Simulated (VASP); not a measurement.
```xyz
6
Lattice="5.5993 0.0000 0.0000 0.0000 5.5993 0.0000 0.0000 0.0000 3.6060" Properties=species:S:1:pos:R:3 pbc="T T T"
Ti     0.0000     0.0000     0.0000
Ti     2.7996     2.7996     1.8030
S      1.7076     1.7076     0.0000
S      4.5072     1.0921     1.8030
S      1.0921     4.5072     1.8030
S      3.8917     3.8917     0.0000
```

Method: PBE GGA, VASP's PBE PAW potentials (set 64) (plane waves; VASP). Settings: 300 eV cut-off, 3×3×5 Γ-centred mesh, Fermi-Dirac smearing of 0.050 eV, potentials Ti_sv S.

At this cut-off the stress carries a Pulay error, which pulls relaxed volumes low.

What does the run give for the energy per atom (σ→0), pressure, band gap (on the k-mesh) with the smallest direct gap where there is one?

```
Property                                                    Result
------------------------  ----------------------------------------
band gap (on the k-mesh)  none (metal, semimetal or under 0.01 eV)
energy per atom (σ→0)                               -6.467 eV/atom
pressure                                                  4.69 GPa
```

Only differences to runs with the same potentials and settings are physical.

The structure was generated: TiS2 was put into an ordered model structure, which need not be its known phase. The cell was not relaxed at this level. The k-mesh is coarse (spacing up to 0.37 per Å, 2π included), so the numbers may not be converged in it.
